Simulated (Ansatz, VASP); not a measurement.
# Cross-check of TaCuN2 between VASP and Ansatz, part 2 of 2

Aim: how closely do two programs agree when they are given the same cell, functional and k mesh? The cell is taken from a series of runs on this material, whose earlier steps may have relaxed, scaled, displaced or heated it; both programs get it as it stands.

VASP 6.6.1 and Ansatz 0.2.0.

So far: The starting structure; VASP: relaxation of cell and atoms, PBEsol, pair 1; Ansatz: relaxation of cell and atoms, PBEsol, pair 1; Side by side.

### Step 5. Ansatz: relaxation of cell and atoms, PBEsol, pair 2

Level of this step: Ansatz beside VASP: Kohn-Sham DFT, plane waves, PBEsol (Ansatz).

The relaxed volume is the usual yardstick between codes: in a stiff, nearly cubic crystal its relative difference is about their pressure difference at one cell divided by the bulk modulus.

The cell is taken from a series of runs on this material, whose earlier steps may have relaxed, scaled, displaced or heated it; both programs get it as it stands.

Contents of input.yaml:

```yaml
crystal:
  lattice:
    - [1.5607063351, 0.9010742227, 5.7811999678]
    - [-1.5607063351, 0.9010742227, 5.7811999678]
    - [0.0, -1.8021484454, 5.7811999678]
  atoms:
    - { symbol: Ta, position: [0.5, 0.5, 0.5] }
    - { symbol: Cu, position: [0.0, 0.0, 0.0] }
    - { symbol: "N", position: [0.1055692968, 0.1055692968, 0.1055692968] }
    - { symbol: "N", position: [0.8944307032, 0.8944307032, 0.8944307032] }
kpoints:
  mp_grid: { grid: [12, 12, 12] }
hamiltonian:
  xc: pbesol
scf:
  occupations: { method: fixed }
output:
  forces: true
  stress: true
  eigenvalues: true
relax:
  adjacent_minimum: "off"
  f_tol: 0.001
  max_steps: 60
  cell: { stress_tol: 0.01 }
```

Command:

```console
$ ansatz run input.yaml --threads 4 --pin off --max-ram 7168MiB --backend cpu --events-out ev --progress --plain --runs-dir out
```

Numbers of over 12 decimals in the logs are rounded to 6 here.

What it wrote:

```text
[...]
Crystal: 4 atoms, lattice volume = 48.781 Å³
Basis set: ecut = 420 eV, 955 PW (Γ), FFT grids on a1−a3, a2−a3, a3, exchange–correlation on 48×48×90 points (8 copies of the dense FFT grid, shifted against one another)
Bands: 26, of which v1, the nominal top of the filled ones, is band 21 counted from 1 (20 counted from 0)
Symmetry: 12 space group operations
[...]
--- Relaxed structure (4 steps of the walk, 4 accepted, 2 SCFs on fresh bases) ---
[...]
cell:  # Å, volume = 48.7832 Å³
    - [1.560811, 0.901134, 5.780686]
    - [-1.560811, 0.901134, 5.780686]
    - [0, -1.802269, 5.780686]
  atoms:
    - { symbol: Ta, position: [0.5, 0.5, 0.5] }
    - { symbol: Cu, position: [0, 0, 0] }
    - { symbol: N, position: [0.105569, 0.105569, 0.105569] }
    - { symbol: N, position: [0.894431, 0.894431, 0.894431] }
[key lines of the parts left out:]
SCF converged after 7 iterations
Free energy (F): -17154.668403 eV
Fermi energy:    13.142378 eV
P = ⅓ Tr σ = -0.0029 GPa (-0.029 kbar)
```

### Step 6. VASP: relaxation of cell and atoms, PBEsol, pair 2

The same cell, functional and mesh now go to VASP, with its own data sets.

Contents of INCAR:

```
SYSTEM = TaCuN2
PREC = Accurate
ENCUT = 600
EDIFF = 1E-07
NELM = 120
ISMEAR = 0
SIGMA = 0.01
LREAL = .FALSE.
ALGO = Normal
GGA = PS
NBANDS = 22
LASPH = .TRUE.
LORBIT = 11
LWAVE = .FALSE.
LCHARG = .FALSE.
ISIF = 3
IBRION = 2
NSW = 80
EDIFFG = -0.005
GGA_COMPAT = .FALSE.
NELMIN = 4
EFERMI = MIDGAP
KPAR = 2
```

Contents of POSCAR:

```
TaCuN2
1.0
    1.5607060000      0.9010740000      5.7812000000
   -1.5607060000      0.9010740000      5.7812000000
    0.0000000000     -1.8021480000      5.7812000000
Ta Cu N
1 1 2
Direct
    0.5000000000      0.5000000000      0.5000000000
    0.0000000000      0.0000000000      0.0000000000
    0.1055693166      0.1055693166      0.1055693166
    0.8944306834      0.8944306834      0.8944306834
```

Contents of KPOINTS:

```
Automatic mesh
0
Gamma
12 12 12
0 0 0
```

PAW data sets: Ta_pv, Cu and N (PBE family, release 64).

Command:

```console
$ mpirun -np 2 vasp_std
```

What it wrote:

```text
[banner, memory and clock lines left out]
running    2 mpi-ranks, on    1 nodes
[...]
[... a notice as in an earlier step ...]

 LDA part: xc-table for (Slater+PW92), standard interpolation
 POSCAR, INCAR and KPOINTS ok, starting setup
[...]
entering main loop
       N       E                     dE             d eps       ncg     rms          rms(c)
DAV:   1     0.297666737378E+03    0.29767E+03   -0.17927E+04  8444   0.205E+03
DAV:   2    -0.131278830923E+02   -0.31079E+03   -0.29146E+03  8814   0.463E+02
DAV:   3    -0.434520862725E+02   -0.30324E+02   -0.28738E+02 11058   0.140E+02
DAV:   4    -0.446527955855E+02   -0.12007E+01   -0.11927E+01 10524   0.280E+01
[...]
DAV:  15    -0.364890944454E+02   -0.59679E-06   -0.20426E-05 10494   0.317E-02    0.987E-03
DAV:  16    -0.364890924760E+02    0.19693E-05   -0.45833E-06 12634   0.760E-02    0.110E-03
DAV:  17    -0.364890925315E+02   -0.55486E-07   -0.73585E-07  9366   0.643E-03
   1 F= -.36489093E+02 E0= -.36489093E+02  d E =-.364891E+02
[... from here on, the cycles between the ionic steps are left out ...]
   2 F= -.36488573E+02 E0= -.36488573E+02  d E =0.519373E-03
   3 F= -.36489396E+02 E0= -.36489396E+02  d E =-.303807E-03
   4 F= -.36489396E+02 E0= -.36489396E+02  d E =-.303617E-03
   5 F= -.36489406E+02 E0= -.36489406E+02  d E =-.960297E-05
   6 F= -.36489408E+02 E0= -.36489408E+02  d E =-.113797E-04
   7 F= -.36489409E+02 E0= -.36489409E+02  d E =-.112646E-05
 trial-energy change:   -0.000001  1 .order   -0.000001   -0.000004    0.000001
 step:   0.6136(harm=  0.6136)  dis= 0.00017  next Energy=   -36.489409 (dE=-0.151E-05)
 reached required accuracy - stopping structural energy minimisation
```

From OUTCAR (step 6):

```text
  Total       -0.0079878     -0.0079878     -0.0115892      0.0000000      0.0000000      0.0000000
  in kB       -0.2616682     -0.2616682     -0.3796440      0.0000000      0.0000000      0.0000000
  external PRESSURE =      -0.3009935 kB  Pullay stress =       0.0000000 kB

 POSITION                                       TOTAL-FORCE (eV/Angst)
 -----------------------------------------------------------------------------------
     -0.00000      0.00000      8.68719        -0.000000     -0.000000     -0.000000
     -0.00000      0.00000     17.37438         0.000000      0.000000     -0.000000
     -0.00000      0.00000      1.83379         0.000000     -0.000000     -0.000144
     -0.00000      0.00000     15.54059        -0.000000      0.000000      0.000144
 -----------------------------------------------------------------------------------
    total drift:                                0.000000      0.000000     -0.000000

  FREE ENERGIE OF THE ION-ELECTRON SYSTEM (eV)
  ---------------------------------------------------
  free  energy   TOTEN  =       -36.4894086545 eV

  energy  without entropy=      -36.4894086545  energy(sigma->0) =      -36.48940865

[... 2 parts as in an earlier step ...]

[... 2 further parts left out ...]
[key lines of the parts left out:]
E-fermi :   5.3447
```

### Step 7. Differences

What differs besides the data sets and the points named for the pairs above, as far as they apply: fixed occupations in Ansatz, narrow Gaussian smearing in VASP; the data sets hold 42 valence electrons in Ansatz (on its default PAW (the set named soft_2) files) and 32 in VASP. Total energies have different zeros and are not compared.

Both answers:

| quantity | Ansatz | VASP | difference |
| --- | --- | --- | --- |
| volume (Å³) | 48.78 | 48.91 | -0.26 % |
| edge a after relaxation, in the typed setting (Å) | 6.055 | 6.066 | -0.17 % |

### Step 8. Outcome

- difference in volume (relaxation of cell and atoms, PBEsol, pair 1): -0.25 %
- difference in volume (relaxation of cell and atoms, PBEsol, pair 2): -0.26 %

What this shows: The difference in volume is -0.26 % (relaxation of cell and atoms, PBEsol, pair 2), within the 1.2 % picked in this series as the mark of a large difference, as far as the stopping tolerances let one tell. The data sets hold unlike numbers of valence electrons (42 in Ansatz and 32 in VASP), so part of the differences comes from the potentials. VASP runs on this material, other cells of it included, that failed, so that no pair exists: relaxation of cell and atoms, PBEsol (timeout). How closely two codes agree says nothing of how well the functional describes the real material.

[Lines on the potential files, build, host, timing and source positions are cut from VASP's logs without a mark.]

[Logs are printed without paths, hosts, clocks, repeated set-up lines and the standing remarks that a program may print on its own settings, such as how far it seeks lower states.]

[Hosts, paths, dates, database ids (printed as entryN), source tags and the programs' standing remarks are cut or masked in the printed files.]
